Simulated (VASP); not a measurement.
These are PBEsol GGA, VASP's PBE PAW potentials (set 64) (plane waves; VASP 6.6.1) values and carry that method's errors.

VASP input:

### POSCAR
```
MgO
4.2103620
  0.0000000000   0.4999999552   0.4999999552
  0.4999999552   0.0000000000   0.4999999552
  0.4999999552   0.4999999552   0.0000000000
Mg O
1 1
Cartesian
  0.4999999552   0.4999999552   0.9999999104
  0.4999999552   0.4999999552   0.4999999552
```

File KPOINTS:
```
k-points along high-symmetry lines
15
Line-mode
Reciprocal
  0.000000   0.000000   0.000000 ! GAMMA
  0.500000   0.000000   0.500000 ! X

  0.500000   0.000000   0.500000 ! X
  0.625000   0.250000   0.625000 ! U

  0.375000   0.375000   0.750000 ! K
  0.000000   0.000000   0.000000 ! GAMMA

  0.000000   0.000000   0.000000 ! GAMMA
  0.500000   0.500000   0.500000 ! L

  0.500000   0.500000   0.500000 ! L
  0.500000   0.250000   0.750000 ! W

  0.500000   0.250000   0.750000 ! W
  0.500000   0.000000   0.500000 ! X
```

### INCAR
```
ICHARG  =  11   # fixed density
LWAVE  =  .False.
LCHARG  =  .False.
LASPH  =  .True.
SYSTEM  =  MgO
EDIFF  =  1E-7   # SCF stop (eV)
GGA  =  PS
SIGMA  =  0.05   # width (eV)
LORBIT  =  11   # lm-projected
ALGO  =  Normal
ISMEAR  =  0   # Gaussian
PREC  =  Accurate
ENCUT  =  520   # plane-wave cut-off (eV)
NELM  =  100
LREAL  =  .False.
```

POTCAR, in this order: Mg O (PBE.64 set). Program: vasp_std. Read from the step before: CHGCAR.

Output of the run:

**OUTCAR**
```
 ion  position               nearest neighbor table
   1  0.000  0.000  0.000-   2 2.11   2 2.11   2 2.11   2 2.11   2 2.11   2 2.11
   2  0.500  0.500  0.500-   1 2.11   1 2.11   1 2.11   1 2.11   1 2.11   1 2.11
  LATTYP: Found a face centered cubic cell.
 ALAT       =     4.2103616228
 Subroutine PRICEL returns:
 Original cell was already a primitive cell.
 Subroutine GETGRP returns: Found 48 space group operations
The static configuration has the point symmetry O_h .
The dynamic configuration has the point symmetry O_h .
 Subroutine INISYM returns: Found 48 space group operations
   k-points           NKPTS =     90   k-points in BZ     NKDIM =     90   number of bands    NBANDS=      8
   number of dos      NEDOS =    301   number of ions     NIONS =      2
   total plane-waves  NPLWV =  13824
   dimension x,y,z NGX =    24 NGY =   24 NGZ =   24
   dimension x,y,z NGXF=    48 NGYF=   48 NGZF=   48
   ions per type =               1   1
   PREC   = accura    normal or accurate (medium, high low for compatibility)
   ISTART =      0    job   : 0-new  1-cont  2-samecut
   ICHARG =     11    charge: 1-file 2-atom 10-const
   ISPIN  =      1    spin polarized calculation?
   LNONCOLLINEAR =      F non collinear calculations
   LSORBIT =      F    spin-orbit coupling
   INIWAV =      1    electr: 0-lowe 1-rand  2-diag
   ENCUT  =  520.0 eV  38.22 Ry    6.18 a.u.   5.54  5.54  5.54*2*pi/ulx,y,z
...
```

File OSZICAR:
```
       N       E                     dE             d eps       ncg     rms          rms(c)
DAV:   1     0.152834530003E+02    0.15283E+02   -0.46857E+03  1640   0.876E+02
DAV:   2    -0.112272980910E+02   -0.26511E+02   -0.25501E+02  1856   0.136E+02
DAV:   3    -0.115637003876E+02   -0.33640E+00   -0.33640E+00  1688   0.180E+01
DAV:   4    -0.115642424322E+02   -0.54204E-03   -0.54204E-03  1968   0.722E-01
DAV:   5    -0.115642430602E+02   -0.62795E-06   -0.62795E-06  1776   0.177E-02
DAV:   6    -0.115642430612E+02   -0.97725E-09   -0.97718E-09  2040   0.498E-04
   1 F= -.11564243E+02 E0= -.11564243E+02  d E =-.342458E-19
```

**OUTCAR**
```
 val. band max:        3.0763207747   @ k =   0.0000   0.0000   0.0000

 cond. band min:       7.7223617080   @ k =   0.0000   0.0000   0.0000



 k-point     1 :       0.0000    0.0000    0.0000
  band No.  band energies     occupation
      1     -14.1358      2.00000
      2       3.0763      2.00000
      3       3.0763      2.00000
      4       3.0763      2.00000
      5       7.7224      0.00000
      6      18.7152      0.00000
      7      18.7152      0.00000
      8      18.7152      0.00000

 k-point     2 :       0.0357    0.0000    0.0357
  band No.  band energies     occupation
      1     -14.1172      2.00000
      2       2.9661      2.00000
      3       3.0555      2.00000
      4       3.0555      2.00000
      5       7.8459      0.00000
      6      18.4080      0.00000
      7      18.7615      0.00000
      8      18.7615      0.00000

 k-point     3 :       0.0714    0.0000    0.0714
  band No.  band energies     occupation
      1     -14.0620      2.00000
      2       2.6692      2.00000
      3       2.9946      2.00000
      4       2.9946      2.00000
      5       8.1833      0.00000
      6      17.7157      0.00000
      7      18.8965      0.00000
      8      18.8965      0.00000

 k-point     4 :       0.1071    0.0000    0.1071
  band No.  band energies     occupation
      1     -13.9724      2.00000
      2       2.2551      2.00000
      3       2.8988      2.00000
      4       2.8988      2.00000
      5       8.6663      0.00000
      6      16.9117      0.00000
      7      19.1101      0.00000
      8      19.1101      0.00000

 k-point     5 :       0.1429    0.0000    0.1429
  band No.  band energies     occupation
      1     -13.8522      2.00000
      2       1.7856      2.00000
      3       2.7754      2.00000
      4       2.7754      2.00000
      5       9.2340      0.00000
      6      16.1107      0.00000
      7      19.3869      0.00000
      8      19.3869      0.00000
...
```

The density is held fixed in this step, so its total energy and stress have no physical meaning.

The structure was generated: MgO was put into the rock salt type (Fm-3m), which need not be its known phase. It was relaxed first, which changed the volume by -17 %.
